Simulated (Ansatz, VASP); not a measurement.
# TaN: VASP beside Ansatz, part 2 of 2

One calculation is typed for both programs; each brings its own data sets. How far apart do they land? The cell is taken from a series of runs on this material, whose earlier steps may have relaxed, scaled, displaced or heated it; both programs get it as it stands.

VASP 6.6.1 and Ansatz 0.2.0.

So far: The starting structure; VASP: zone-centre phonons, PBEsol.

### Step 3. Ansatz: zone-centre phonons, PBEsol

Level of this step: Ansatz beside VASP: Kohn-Sham DFT, plane waves, PBEsol (Ansatz).

Ansatz runs on its PAW soft_1 files.

The same cell, functional, mesh and smearing now go to Ansatz, which takes its cutoff from its data sets.

input.yaml

```yaml
crystal:
  lattice:
    - [2.8945930557, 0.0, 0.0]
    - [-1.4472965279, 2.5067911199, 0.0]
    - [0.0, 0.0, 2.8815963274]
  atoms:
    - { symbol: "N", position: [0.6666666667, 0.3333333333, 0.0] }
    - { symbol: Ta, position: [0.0, 0.0, 0.5] }
kpoints:
  mp_grid: { grid: [18, 18, 16] }
hamiltonian:
  xc: pbesol
  pseudopotentials: { kind: paw, azcp: { folder: soft_1 }, xc_functional: pbe }
scf:
  occupations: { method: methfessel_paxton, width: 0.2 }
output:
  eigenvalues: true
phonons:
  method: dfpt
```

Launch:

```console
ansatz run input.yaml --threads 4 --pin off --max-ram 10240MiB --backend cpu --events-out ev --progress --plain --runs-dir out
```

Numbers of over 12 decimals in the logs are rounded to 6 here.

Log:

```text
zone centre: on kpoints.mp_grid the ground state, and the responses unless they are solved on pairs of k-points, stand on 819 of the mesh's 5184 k-points, reduced under 4 symmetry operations, with k and −k counted as one. Each operation leaves every solved displacement unchanged or reverses it
Engine: ansatz 0.2.0, x86_64-unknown-linux-gnu
Pseudopotentials: kind: paw
Pseudopotential: N, paw, valence charge 5, recommended cutoff 420 eV (normal), soft_1/N.paw.azcp
Pseudopotential: Ta, paw, valence charge 13, recommended cutoff 420 eV (normal), soft_1/Ta.paw.azcp
Functional definition: PBEsol
  exchange = pbesol_x
  correlation = pbesol_c
Crystal: 2 atoms, lattice volume = 20.909 Å³
Basis set: ecut = 420 eV, 405 PW (Γ), exchange–correlation on 40×40×40 points (8 copies of the dense FFT grid, shifted against one another)
Bands: 13, of which v1, the nominal top of the filled ones, is band 9 counted from 1 (8 counted from 0)
Symmetry: 12 space group operations
k-points: 819 of 5184 (irreducible under 4 space group operations, time reversal used)
Non-local potential: N, projectors of the file, l = 0: 2, l = 1: 2, l = 2: 1
Non-local potential: Ta, projectors of the file, l = 0: 3, l = 1: 2, l = 2: 2, l = 3: 1
PAW form: soft (Blöchl's): semilocal exchange-correlation on the pseudo side does not see the compensation charge
PAW frozen core: N, regenerated for the run's functional, and the local potential with it (the file was generated under x = pbe(κ = 0.804, μ = 0.219515), c = pbe(β = 0.066725))
PAW frozen core: Ta, regenerated for the run's functional, and the local potential with it (the file was generated under x = pbe(κ = 0.804, μ = 0.219515), c = pbe(β = 0.066725))
PAW one-centre angular grid: N, 110 points (default); XC on 64 Gauss nodes
PAW one-centre angular grid: Ta, 590 points (default); XC on 64 Gauss nodes
Initial density: superposition of atomic densities (chi_scale 0.1, normalization cell, long waves kept (reshape's long-wave potential 0.00 eV rms))
Initial wavefunctions: pseudopotential atomic-orbital guess
Functional: x = pbesol(κ = 0.804, μ = 0.123457), c = pbesol(β = 0.046)
SCF iter   1: F=—  HF=-10188.578027 eV  |F-HF|=—  |Δ(HF+E_count)|=         —  Δρ=4.97e-2  dr2=2.95e-1  ethr=3.10e-3  ⟨swp⟩=5.0  Hψ=53068  notcnv=0
preconditioner: auto → none  [metal: Δε(μ)=0.068 eV  Ē_g=11.414 eV  σ=0.200 eV  W_gap=0.28  n_scr=8 (ndim 8)  ℏωp=25.7 eV  f_vac=0.000  D(μ)=0.05/eV (n_scr^D=0)  sad-step TF]
SCF iter   2: F=—  HF=-10188.565503 eV  |F-HF|=—  |Δ(HF+E_count)|=   1.25e-2  S|Δr|=    0.00e0  Δρ=3.12e-2  dr2=1.27e-1  ethr=1.64e-3  ⟨swp⟩=1.0  Hψ=17199  notcnv=0
SCF iter   3: F=—  HF=-10188.548495 eV  |F-HF|=—  |Δ(HF+E_count)|=   1.70e-2  S|Δr|=    0.00e0  Δρ=1.59e-3  dr2=2.27e-4  ethr=7.03e-4  ⟨swp⟩=2.7  Hψ=15070  notcnv=0
SCF iter   4: F=—  HF=-10188.548625 eV  |F-HF|=—  |Δ(HF+E_count)|=   1.30e-4  S|Δr|=    0.00e0  Δρ=3.58e-4  dr2=2.39e-5  ethr=1.26e-6  ⟨swp⟩=2.3  Hψ=17295  notcnv=0
SCF iter   5: F=—  HF=-10188.548620 eV  |F-HF|=—  |Δ(HF+E_count)|=   4.66e-6  S|Δr|=    0.00e0  Δρ=3.63e-5  dr2=1.19e-7  ethr=1.33e-7  ⟨swp⟩=2.1  Hψ=14246  notcnv=0
SCF iter   6: F=—  HF=-10188.548620 eV  |F-HF|=—  |Δ(HF+E_count)|=   4.39e-7  S|Δr|=    0.00e0  Δρ=7.67e-6  dr2=4.41e-9  ethr=6.60e-10  ⟨swp⟩=2.0  Hψ=17291  notcnv=0
SCF iter   7: F=—  HF=-10188.548620 eV  |F-HF|=—  |Δ(HF+E_count)|=  4.98e-10  S|Δr|=    0.00e0  Δρ=1.25e-6  dr2=8.96e-11  ethr=2.45e-11  ⟨swp⟩=2.7  Hψ=17641  notcnv=0
SCF iter   8: F=-10188.548620 eV  HF=-10188.548620 eV  |F-HF|=1.82e-12  |Δ(HF+E_count)|=  2.00e-11  S|Δr|=    0.00e0  Δρ=6.89e-8  dr2=3.41e-13  ethr=1.00e-12  ⟨swp⟩=6.0  Hψ=45613  notcnv=0
the search or the solves at the SCF's close seem to have found levels that the self-consistency loop had missed (the run counts 2). By its estimate they hold under 1e-12 electrons; where the run keeps them, the occupations were computed again with them
SCF 1 converged in 8 iterations: F = -10188.548620 eV  dr2 = 3.41e-13
  greatest PAW one-centre occupation: 0.999 electrons in one spin orbital (limit 2), on the Ta atom at site 1 (counted from 0), in its partial waves of l = 0
DFPT response loops at Γ: preconditioner auto → Kerker (q_TF=auto, 2.661 Å⁻¹) (partly filled bands, converged f_vac=0.000); β = 1.00, the filter's whole step (`scf.mixing.beta` (0.50) is not read by the response loops under this deck's `scf.mixing.preconditioner`; to damp them name `kerker` or `kerker_dos`, under which they read `scf.mixing.beta`, and type it under 1.00, their step now; both keys bind the ground state too); Broyden in place of MSR1
SCF converged after 8 iterations
Stability not checked: this state was not tested for a lower state beside it, because cold or Methfessel-Paxton smearing, or corrected tetrahedra, fill the levels in a way that the test cannot read (fill_not_monotonic; see scf.lower_state_search)
Free energy (F): -10188.548620 eV
Harris-Foulkes:  -10188.548620 eV  (|F-HF|=1.82e-12)
Internal energy: -10188.549008 eV  (E = F + TS)
E sigma→0 (E₀):  -10188.548717 eV
Entropy (-TS):   0.000389 eV (0.194 meV/atom)
Fermi energy:    20.589433 eV
--- Per-component energies (eV) ---
  E_band       = -44.720068
  E_kinetic    = 525.097394
  E_local      = -568.946851  (includes V_loc(G=0)·N_el)
  E_nonlocal   = 26.519724
  E_hartree    = 204.488376
  E_xc         = -379.618375
  E_vxc        = -310.966702  (∫ρ·V_xc dr)
  E_paw        = -8304.731901  (= ΣΔE_a)
  E_vpaw       = -125.401298  (= ΣTr[D̂ρ^β])
  E_aug_tail   = 0.000909  (compensation charges beyond the density's cutoff)
  E_ewald      = -1691.600094
  E_core_change = 0.241812  (= ΣΔE_core)
  E_smearing   = 0.000389  (= −TS)
  E_closure    = 0.000000  (closes the sum)
  Σ components = -10188.548620   (vs F -10188.548620, Δ=0.00e0)
--- Band table (eV; the first three rows and the last of 819) ---
  k-point 0: bands = [... 5 lower, 16.0583, 16.0583, 16.2411, 17.5959, 23.1782, 24.2885, 24.2885, 24.7844]
  k-point 1: bands = [... 5 lower, 15.9192, 16.0910, 16.0910, 17.8691, 23.3166, 23.6915, 23.6915, 25.2380]
  k-point 2: bands = [... 5 lower, 15.2214, 16.1852, 16.1852, 18.4645, 22.8782, 22.8782, 23.6947, 25.6156]
  k-point 818: bands = [... 5 lower, 12.8713, 13.6971, 16.4430, 19.5566, 24.9954, 25.7737, 26.9818, 28.0359]
--- Phonons (Γ-DFPT): 4 representative perturbations + reference, on 819 of 5184 k-points (Σ response iterations 12) ---
  k mesh reduced under 4 symmetry operations, with k and −k counted as one. Each operation leaves every solved displacement unchanged or reverses it
  ASR residual: 2.247e-5 → 0.000e0 eV/Å²; symmetrization residual: 1.557e-6 eV/Å²
  ASR residual per site (eV/Å²): 2.25e-5 1.21e-5
  Γ frequencies (cm⁻¹): 0.00 0.00 0.00 543.49 543.49 565.84
  non-analytic LO–TO correction: not included (Born effective charges unavailable; polar crystals: no LO–TO splitting at Γ)
```

The column dr2 measures how far the density is from self-consistency, as an energy; F and HF (Harris–Foulkes) agree once it is small.

### Step 4. Differences

Known differences besides the potentials themselves: the data sets hold 18 valence electrons in Ansatz (on its PAW soft_1 files) and 16 in VASP; the cutoff is 420 eV in Ansatz and 600 eV in VASP; Ansatz makes its cores anew for this functional, VASP keeps those of its PBE data sets. Total energies have different zeros and are not compared.

Both answers:

```csv
quantity,Ansatz,VASP,difference
optical mode 1 to 2 (cm⁻¹),543.5,546.6,-0.58 %
optical mode 3 (cm⁻¹),565.8,568.8,-0.52 %
```

Modes are paired by rising frequency, not by their patterns, so a pair may set unlike modes beside each other; they are those without the splitting of longitudinal modes.

### Step 5. Outcome

```json
{
  "r.m.s. difference of the optical zone-centre modes, each program's sorted by frequency (zone-centre phonons, PBEsol)": "3.1 cm⁻¹",
  "difference in optical mode 1 to 2 (zone-centre phonons, PBEsol)": "-0.6 %"
}
```

**Reading.** The r.m.s. difference of the optical zone-centre modes, each program's sorted by frequency is 3.1 cm⁻¹ (zone-centre phonons, PBEsol). The data sets hold unlike numbers of valence electrons (18 in Ansatz and 16 in VASP), so part of the differences comes from the potentials. Among the rows given in per cent, the largest difference of the zone-centre phonons, PBEsol pair is in optical mode 1 to 2, -0.6 %. How closely two codes agree says nothing of how well the functional describes the real material.

[Lines on the potential files, build, host, timing and source positions are cut from VASP's logs without a mark.]

[Logs are printed without paths, hosts, clocks, repeated set-up lines and the standing remarks that a program may print on its own settings, such as how far it seeks lower states.]

[Hosts, paths, dates, database ids (printed as entryN), source tags and the programs' standing remarks are cut or masked in the printed files.]
